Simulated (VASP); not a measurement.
The system is ZrC.

```
Zr C
1.0
     0.00000    2.36314    2.36314
     2.36314    0.00000    2.36314
     2.36314    2.36314    0.00000
Zr C
1 1
Direct
  0.00000 0.00000 0.00000
  0.50000 0.50000 0.50000
```

Base run:

```yaml
Program: VASP 6.6.1
Functional: RPBE
Potentials_or_basis: VASP PAW PBE potentials, release 64 (Zr_sv, C)
Cutoff: 520 eV
k_mesh: 7 × 7 × 7
Occupations: fermi-dirac, width 0.0324 eV
Spin: no spin polarisation
```

Its results: band gap on the k mesh none (metal or under the smearing width); pressure 1.0 GPa.

The run is repeated on the same cell with these changes: functional from RPBE to PBE; further incar settings from ALGO = Normal; EDIFF = 1e-06; NBANDS = 15 to ALGO = Fast; EDIFF = 1e-07; NBANDS = 15. What comes out?

Band gap on the k mesh none (metal or under the smearing width); pressure -2.2 GPa.

Caveats: the PAW data sets were made with another functional, which shifts forces and pressure a little (some runs).
